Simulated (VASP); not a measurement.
Input:

```
AgI
1.0
    0.00000     3.42094     3.42094
    3.42094     0.00000     3.42094
    3.42094     3.42094     0.00000
Ag I
1 1
Cartesian
  0.00000   0.00000   0.00000
  1.71047   1.71047   1.71047
```

The numbers are results of vdW-DF2, VASP's PBE PAW potentials (set 64) (plane waves; VASP), not measurements. Settings: 520 eV cut-off, 6×6×6 Γ-centred mesh, Gaussian smearing of 0.050 eV, potentials Ag I.

Unless said otherwise, spin-orbit coupling is left out, though it shifts the bands of the heavy elements here.

Estimate the energy per atom (σ→0), band gap (on the k-mesh) with the smallest direct gap where there is one.

The band gap (on the k-mesh) is 1.09 eV and the smallest direct gap (on the k-mesh) is 1.09 eV. The energy per atom (σ→0) is 205 meV/atom.

The absolute energy has meaning only against runs of the same code, potentials and settings.

The compound is AgI in the zinc blende structure, whereas wurtzite is the usual form. It was relaxed first, which changed the volume by +17 %. The start is the result of an earlier pass.
